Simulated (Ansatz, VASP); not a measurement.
## Cr2Si2SnC in two plane-wave programs

One calculation is typed for both programs; each brings its own data sets and cutoff. How far apart do they land? The cell is invented: Sites of the CeCr2Si2C structure (space group 123) filled with other elements, volume scaled by an estimate. It may not be a known or stable phase.

Main program and level: Ansatz 0.2.0; plane waves, with VASP 6.6.1 beside it; relaxation of cell and atoms at PBE.

## (1) The structure

The structure is tetragonal, space group P4/mmm (No. 123). The conventional cell has a = 4.048 Å, b = 4.048 Å, c = 5.331 Å, α = 90.00°, β = 90.00°, γ = 90.00°. Sn has 2 C at 2.67 Å and 8 Si at 3.10 Å nearest. Nearest to Cr lie 2 C at 2.02 Å and 4 Si at 2.50 Å. Nearest to Si lie 2 Si at 2.39 to 2.94 Å and 4 Cr at 2.50 Å and 4 Sn at 3.10 Å. Nearest to C lie 4 Cr at 2.02 Å and 2 Sn at 2.67 Å. Sites of the CeCr2Si2C structure (space group 123) filled with other elements, volume scaled by an estimate. Farther neighbours are not listed.

## (2) Ansatz: relaxation of cell and atoms, PBE

Ansatz runs on its default PAW (the set named soft_2) files.

The relaxed volume is the usual yardstick between codes: its relative difference is about their pressure difference at one cell divided by the bulk modulus.

Contents of input.yaml:

```yaml
crystal:
  lattice:
    - [4.047543, 0.0, 0.0]
    - [0.0, 4.047543, 0.0]
    - [0.0, 0.0, 5.331181]
  atoms:
    - { symbol: Sn, position: [0.0, 0.0, 0.0] }
    - { symbol: Cr, position: [0.0, 0.5, 0.5], spin: 3.0 }
    - { symbol: Cr, position: [0.5, 0.0, 0.5], spin: 3.0 }
    - { symbol: Si, position: [0.5, 0.5, 0.224] }
    - { symbol: Si, position: [0.5, 0.5, 0.776] }
    - { symbol: C, position: [0.0, 0.0, 0.5] }
hamiltonian:
  xc: pbe
  pseudopotentials: { kind: paw }
magnetization:
  spin_polarized: true
kpoints:
  mp_grid: { grid: [7, 7, 5] }
scf:
  occupations: { method: fermi_dirac, width: 0.05 }
relax:
  f_tol: 0.01
  max_steps: 60
  cell: { stress_tol: 0.05 }
output:
  forces: true
  stress: true
```

On the command line:

```
ansatz run input.yaml --threads 4 --pin off --max-ram 9216MiB --backend cpu --events-out ev --progress --plain --runs-dir out
```

Numbers of over 12 decimals in the logs are rounded to 6 here.

The program printed:

```text
Engine: ansatz 0.2.0, aarch64-unknown-linux-gnu
Pseudopotentials: kind: paw
Pseudopotential: Sn, paw, valence charge 14, recommended cutoff 420 eV (normal), Sn.paw.azcp
Pseudopotential: Cr, paw, valence charge 14, recommended cutoff 420 eV (normal), Cr.paw.azcp
Pseudopotential: Si, paw, valence charge 4, recommended cutoff 420 eV (normal), Si.paw.azcp
Pseudopotential: C, paw, valence charge 4, recommended cutoff 420 eV (normal), C.paw.azcp
Functional definition: PBE
  parameter kappa = 0.804
  parameter beta = 0.066725
  exchange = pbe_x(kappa = kappa, mu = beta*pi^2/3)
  correlation = pbe_c(beta = beta)
Crystal: 6 atoms, lattice volume = 87.339 Å³
Basis set: ecut = 420 eV, 1689 PW (Γ), exchange–correlation on 60×60×72 points (8 copies of the dense FFT grid, shifted against one another)
Bands: 36, of which v1, the nominal top of the filled ones, is band 27 counted from 1 (26 counted from 0)
Symmetry: 16 space group operations
Space group: P4/mmm (ITA 123), of the structure as read, at distance tolerance 4.4e-5 Å
Magnetic group: BNS 123.339 (UNI 999), of the structure as read, at distance tolerance 4.4e-5 Å
k-points: 30 of 245
Non-local potential: Sn, projectors of the file, l = 0: 2, l = 1: 2, l = 2: 2, l = 3: 2
Non-local potential: Cr, projectors of the file, l = 0: 3, l = 1: 2, l = 2: 3, l = 3: 1
Non-local potential: Si, projectors of the file, l = 0: 2, l = 1: 2, l = 2: 2
Non-local potential: C, projectors of the file, l = 0: 2, l = 1: 2, l = 2: 1
PAW form: soft (Blöchl's): semilocal exchange-correlation on the pseudo side does not see the compensation charge
PAW one-centre angular grid: Sn, 590 points (default); XC on 64 Gauss nodes
PAW one-centre angular grid: Cr, 590 points (default); XC on 64 Gauss nodes
PAW one-centre angular grid: Si, 110 points (default); XC on 64 Gauss nodes
PAW one-centre angular grid: C, 110 points (default); XC on 64 Gauss nodes
Initial density: superposition of atomic densities (chi_scale 0.1, normalization cell, long waves kept (reshape's long-wave potential 0.03 eV rms))
Starting moments: Σ|m| = 6 μB on 2 of 6 sites
Initial wavefunctions: pseudopotential atomic-orbital guess
Functional: x = pbe(κ = 0.804, μ = 0.219515), c = pbe(β = 0.066725)
SCF iter   1: F=—  HF=-14303.620599 eV  |F-HF|=—  |Δ(HF+E_count)|=         —  Δρ=9.64e-2 (↑9.64e-2 ↓5.07e-2)  dr2=1.73e1  dr2_m=1.25e0  M=3.659 μB ∫|m|=4.458 μB  β_m=0.30  ethr=3.10e-3  ⟨swp⟩=7.0  Hψ=8998  notcnv=0
Mixer restart at iter 1: flushing history
preconditioner: auto → Kerker (q_TF=auto, 2.518 Å⁻¹)  [metal: Δε(μ)=0.030 eV  Ē_g=11.406 eV  σ=0.050 eV  W_gap=0.14  n_scr=28 (ndim 8)  ℏωp=24.5 eV  f_vac=0.000  D(μ)=3.26/eV (n_scr^D=28)]
spin=Collinear: Kerker preconditioning applied to the charge; magnetization (m = ρ↑ − ρ↓) channel mixes plain (no charge-response kernel on spin).
SCF iter   2: F=—  HF=-14301.032661 eV  |F-HF|=—  |Δ(HF+E_count)|=    2.59e0  Δρ=4.07e-2 (↑4.07e-2 ↓2.76e-2)  dr2=3.16e0  dr2_m=4.09e-1  M=3.653 μB ∫|m|=4.531 μB  β_m=0.39  ethr=3.10e-3  ⟨swp⟩=3.0  Hψ=4957  notcnv=0  defer=69
SCF iter   3: F=—  HF=-14300.415023 eV  |F-HF|=—  |Δ(HF+E_count)|=   6.18e-1  Δρ=1.82e-2 (↑1.58e-2 ↓1.82e-2)  dr2=6.40e-1  dr2_m=1.30e-1  M=3.411 μB ∫|m|=4.380 μB  β_m=0.70  ethr=3.10e-3  ⟨swp⟩=2.1  Hψ=3512  notcnv=0  defer=73
SCF iter   4: F=—  HF=-14300.641119 eV  |F-HF|=—  |Δ(HF+E_count)|=   2.26e-1  Δρ=7.26e-3 (↑5.59e-3 ↓7.26e-3)  dr2=1.57e-1  dr2_m=2.66e-2  M=2.927 μB ∫|m|=3.947 μB  β_m=0.85  ethr=1.19e-3  ⟨swp⟩=3.0  Hψ=3774  notcnv=0  defer=64
SCF iter   5: F=—  HF=-14300.625561 eV  |F-HF|=—  |Δ(HF+E_count)|=         —  Δρ=7.80e-3 (↑7.80e-3 ↓5.08e-3)  dr2=1.09e-2  dr2_m=3.19e-2  M=2.626 μB ∫|m|=3.517 μB  β_m=0.85  ethr=2.92e-4  ⟨swp⟩=2.7  Hψ=3502  notcnv=0  defer=80
Mixer restart at iter 5: flushing history
SCF iter   6: F=—  HF=-14300.641136 eV  |F-HF|=—  |Δ(HF+E_count)|=   1.56e-2  Δρ=2.79e-3 (↑2.79e-3 ↓2.09e-3)  dr2=1.68e-3  dr2_m=4.55e-3  M=2.594 μB ∫|m|=3.436 μB  β_m=0.92  ethr=2.02e-5  ⟨swp⟩=2.0  Hψ=4173  notcnv=0  defer=75
SCF iter   7: F=—  HF=-14300.642927 eV  |F-HF|=—  |Δ(HF+E_count)|=   1.79e-3  Δρ=1.26e-3 (↑1.26e-3 ↓3.12e-4)  dr2=1.41e-3  dr2_m=4.49e-4  M=2.556 μB ∫|m|=3.362 μB  β_m=0.92  ethr=3.11e-6  ⟨swp⟩=2.0  Hψ=3062  notcnv=0  defer=72
SCF iter   8: F=—  HF=-14300.642395 eV  |F-HF|=—  |Δ(HF+E_count)|=   5.32e-4  Δρ=1.03e-3 (↑1.03e-3 ↓5.13e-4)  dr2=1.67e-3  dr2_m=6.13e-5  M=2.561 μB ∫|m|=3.360 μB  β_m=0.71  ethr=2.62e-6  ⟨swp⟩=2.0  Hψ=4287  notcnv=0  defer=72
SCF iter   9: F=—  HF=-14300.642704 eV  |F-HF|=—  |Δ(HF+E_count)|=   3.09e-4  Δρ=5.64e-4 (↑5.64e-4 ↓3.36e-4)  dr2=7.33e-4  dr2_m=1.19e-5  M=2.557 μB ∫|m|=3.356 μB  β_m=0.85  ethr=2.62e-6  ⟨swp⟩=2.0  Hψ=2535  notcnv=0  defer=72
SCF iter  10: F=—  HF=-14300.642778 eV  |F-HF|=—  |Δ(HF+E_count)|=   7.40e-5  Δρ=1.19e-4 (↑1.19e-4 ↓9.09e-5)  dr2=4.27e-5  dr2_m=2.58e-7  M=2.553 μB ∫|m|=3.350 μB  β_m=0.78  ethr=1.36e-6  ⟨swp⟩=2.0  Hψ=2594  notcnv=0  defer=72
SCF iter  11: F=—  HF=-14300.642760 eV  |F-HF|=—  |Δ(HF+E_count)|=   1.79e-5  Δρ=1.91e-5 (↑1.15e-5 ↓1.91e-5)  dr2=7.14e-7  dr2_m=9.39e-8  M=2.552 μB ∫|m|=3.348 μB  β_m=0.89  ethr=7.91e-8  ⟨swp⟩=2.1  Hψ=2862  notcnv=0  defer=72
SCF iter  12: F=—  HF=-14300.642760 eV  |F-HF|=—  |Δ(HF+E_count)|=   1.09e-7  Δρ=6.75e-6 (↑6.75e-6 ↓5.34e-6)  dr2=1.57e-7  dr2_m=2.44e-9  M=2.552 μB ∫|m|=3.348 μB  β_m=0.94  ethr=1.32e-9  ⟨swp⟩=2.0  Hψ=2936  notcnv=0  defer=72
SCF iter  13: F=—  HF=-14300.642760 eV  |F-HF|=—  |Δ(HF+E_count)|=   1.44e-8  Δρ=3.39e-6 (↑3.39e-6 ↓1.65e-6)  dr2=2.42e-8  dr2_m=7.98e-10  M=2.552 μB ∫|m|=3.348 μB  β_m=0.97  ethr=2.91e-10  ⟨swp⟩=2.0  Hψ=3211  notcnv=0  defer=72
SCF iter  14: F=-14300.642760 eV  HF=-14300.642760 eV  |F-HF|=3.97e-10  |Δ(HF+E_count)|=   1.76e-9  Δρ=4.46e-7 (↑4.46e-7 ↓4.17e-7)  dr2=7.75e-10  dr2_m=4.93e-12  M=2.552 μB ∫|m|=3.348 μB  ethr=4.47e-11  ⟨swp⟩=1.9  Hψ=5735  notcnv=0
SCF 1 converged in 14 iterations: F = -14300.642760 eV  dr2 = 7.75e-10
  greatest PAW one-centre occupation: 1.000 electrons in one spin orbital (limit 2), on the Cr atom at site 2 (counted from 0), in its partial waves of l = 0
relax step   1: F+E_penalty+E_count = -14300.64276031 eV  Δ(F+E_penalty+E_count) = +0.000e0 eV  max|allowed force component| = 3.038e-1 eV/Å  Δτ_max = 0.0000 Å  P = -1.869 GPa  Ω = 87.339 Å³  (14 SCF iters, dr2 threshold 1.00e-7 eV, accepted)
[... from here on, the SCF cycles and remarks between the steps are left out ...]
relax step   2: F+E_penalty+E_count = -14300.76950725 eV  Δ(F+E_penalty+E_count) = -1.267e-1 eV  max|allowed force component| = 1.716e-1 eV/Å  Δτ_max = 0.0078 Å  P = -0.806 GPa  Ω = 87.154 Å³  energy of the carried Pulay correction = +1.268e-4 eV  (9 SCF iters, dr2 threshold 6.00e-7 eV, accepted)
relax step   3: F+E_penalty+E_count = -14300.78793815 eV  Δ(F+E_penalty+E_count) = -1.843e-2 eV  max|allowed force component| = 7.881e-2 eV/Å  Δτ_max = 0.0006 Å  P = +0.239 GPa  Ω = 86.844 Å³  energy of the carried Pulay correction = +3.404e-4 eV  (9 SCF iters, dr2 threshold 6.00e-7 eV, accepted)
relax step   4: F+E_penalty+E_count = -14300.78815474 eV  Δ(F+E_penalty+E_count) = -2.166e-4 eV  max|allowed force component| = 5.770e-2 eV/Å  Δτ_max = 0.0120 Å  P = -0.035 GPa  Ω = 87.097 Å³  energy of the carried Pulay correction = +1.659e-4 eV  (8 SCF iters, dr2 threshold 3.88e-7 eV, accepted)
relax step   5: F+E_penalty+E_count = -14300.78849331 eV  Δ(F+E_penalty+E_count) = -3.386e-4 eV  max|allowed force component| = 2.680e-4 eV/Å  Δτ_max = 0.0051 Å  P = -0.032 GPa  Ω = 87.069 Å³  energy of the carried Pulay correction = +1.852e-4 eV  (8 SCF iters, dr2 threshold 2.08e-7 eV, accepted)
relax step   6: F+E_penalty+E_count = -14300.78926577 eV  Δ(F+E_penalty+E_count) = -7.725e-4 eV  max|allowed force component| = 6.482e-5 eV/Å  Δτ_max = 0.0000 Å  P = -0.007 GPa  Ω = 87.069 Å³  stress off target by 5.87e-2 GPa  SCF on the basis re-selected at this cell (its energy is not comparable with the rows above)  (11 SCF iters)
relax step   7: F+E_penalty+E_count = -14300.78927312 eV  Δ(F+E_penalty+E_count) = -7.351e-6 eV  max|allowed force component| = 7.693e-5 eV/Å  Δτ_max = 0.0001 Å  P = -0.004 GPa  Ω = 87.078 Å³  energy of the carried Pulay correction = -4.162e-6 eV  (6 SCF iters, dr2 threshold 8.62e-9 eV, accepted)
relax step   8: F+E_penalty+E_count = -14300.78927768 eV  Δ(F+E_penalty+E_count) = -4.556e-6 eV  max|allowed force component| = 4.293e-5 eV/Å  Δτ_max = 0.0000 Å  P = -0.004 GPa  Ω = 87.078 Å³  stress off target by 4.53e-3 GPa  SCF on the basis re-selected at this cell (its energy is not comparable with the rows above)  (5 SCF iters)
basis re-selected at this cell: Δ(F+E_penalty+E_count) = -4.556e-6 eV, ΔP = +0.000 GPa vs the last step (what re-selecting the basis moved, of the pressure what is left beyond the Pulay correction that the steps carried, after the strain that the cell walked since its last selection, with what the two solves' SCF thresholds leave and, on support functions, any second-order correction that the steps lacked; it is no m [...]
SCF converged after 5 iterations
Magnetization: 2.5628 μB (28.2814 up, 25.7186 down)
Absolute magnetization: 3.2981 μB (∫|ρ↑−ρ↓|, with the PAW one-centre terms)
Spin contamination: 0.1531 ħ² per cell (⟨S²⟩ above its minimum at these occupations)
Per-site moments (μB) at R_I (Å): [(-0.012729, 1.151944), (1.161035, 0.814386), (1.161035, 0.814386), (-0.050965, 1.031805), (-0.050965, 1.031805), (-0.149414, 0.814386)]
Free energy (F): -14300.789278 eV
Harris-Foulkes:  -14300.789278 eV  (|F-HF|=1.09e-11)
Internal energy: -14300.760660 eV  (E = F + TS)
E sigma→0 (E₀):  -14300.774969 eV
Entropy (-TS):   -0.028618 eV (-4.770 meV/atom)
Fermi energy:    12.756340 eV
--- Per-component energies (eV) ---
  E_band       = -446.483088
  E_kinetic    = 1041.886010
  E_local      = -4815.180999  (includes V_loc(G=0)·N_el)
  E_nonlocal   = 204.680939
  E_hartree    = 2286.341251
  E_xc         = -822.542163
  E_vxc        = -608.095828  (∫ρ·V_xc dr)
  E_paw        = -7648.999638  (= ΣΔE_a)
  E_vpaw       = -842.456536  (= ΣTr[D̂ρ^β])
  E_aug_tail   = 0.000741  (compensation charges beyond the density's cutoff)
  E_ewald      = -4546.946801
  E_smearing   = -0.028618  (= −TS)
  E_closure    = -0.000000  (closes the sum)
  Σ components = -14300.789278   (vs F -14300.789278, Δ=0.00e0)
--- Forces (eV/Å), atoms counted from 1 ---
  atom   1  Sn     0.00000000     0.00000000     0.00000000
  atom   2  Cr     0.00000000     0.00000000     0.00000000
  atom   3  Cr     0.00000000     0.00000000     0.00000000
  atom   4  Si     0.00000000     0.00000000     0.00004293
  atom   5  Si     0.00000000     0.00000000    -0.00004293
  atom   6  C      0.00000000     0.00000000     0.00000000
  max |Σ_I F_I| component: 6.78e-21 eV/Å
--- Stress (GPa, compression-positive) ---
       -0.004525       0.000000       0.000000
        0.000000      -0.004525       0.000000
        0.000000       0.000000      -0.002991
  P = ⅓ Tr σ = -0.0040 GPa (-0.040 kbar)
--- Relaxed structure (6 steps of the walk, 6 accepted, 2 SCFs on fresh bases) ---
  F+E_penalty+E_count = -14300.78927768 eV   max|allowed force component| = 4.293e-5 eV/Å   (the final SCF, on the basis selected at the relaxed cell)
  cell:  # Å, volume = 87.0784 Å³
    - [3.948539, 0, 0.0]
    - [0, 3.948539, 0.0]
    - [0.0, 0.0, 5.585183]
  atoms:
    - { symbol: Sn, position: [0, 0, 0] }
    - { symbol: Cr, position: [0, 0.5, 0.5] }
    - { symbol: Cr, position: [0.5, 0, 0.5] }
    - { symbol: Si, position: [0.5, 0.5, 0.223927] }
    - { symbol: Si, position: [0.5, 0.5, 0.776073] }
    - { symbol: C, position: [0, 0, 0.5] }
```

It took 49 s on 4 threads of Arm Neoverse N1, shared host; peak memory 0.54 GiB.

[end of part 1 of 2]

[Lines on the potential files, build, host, timing and source positions are cut from VASP's logs without a mark.]

[Logs are printed without paths, hosts, clocks, repeated set-up lines and the standing remarks that a program may print on its own settings, such as how far it seeks lower states.]

[Hosts, paths, dates, database ids (printed as entryN), source tags and the programs' standing remarks are cut or masked in the printed files.]
